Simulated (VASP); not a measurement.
Data:

```xyz
2
Lattice="3.8195 0.0000 0.0000 0.0000 3.8195 0.0000 0.0000 0.0000 3.8195" Properties=species:S:1:pos:R:3 pbc="T T T"
Tl     0.0000     0.0000     0.0000
Cl     1.9098     1.9098     1.9098
```

Calculation: AM05 GGA, VASP's PBE PAW potentials (set 64) (plane waves; VASP). Numerical set-up: 520 eV cut-off, Gaussian smearing of 0.050 eV, potentials Tl_d Cl.

Unless said otherwise, spin-orbit coupling is left out, though it shifts the bands of the heavy elements here.

Question: Give the energies of bands 7 to 13 at the high-symmetry points, in eV from the valence-band maximum.

Answer: 
| band | Γ | X | M | R |
|---|---|---|---|---|
| 7 | -4.62 | -5.55 | -3.43 | -2.20 |
| 8 | -1.57 | -1.12 | -3.08 | -2.07 |
| 9 | -1.57 | -1.12 | -3.08 | -2.07 |
| 10 | -1.57 | 0.00 | -1.08 | -2.07 |
| 11 | 7.76 | 2.01 | 4.88 | 2.45 |
| 12 | 7.76 | 6.54 | 4.88 | 2.45 |
| 13 | 7.83 | 6.54 | 8.38 | 2.45 |

The gap is direct, 2.01 eV, from the valence maximum at X to the conduction minimum at X.

The compound is TlCl in the CsCl type structure. It was relaxed first.
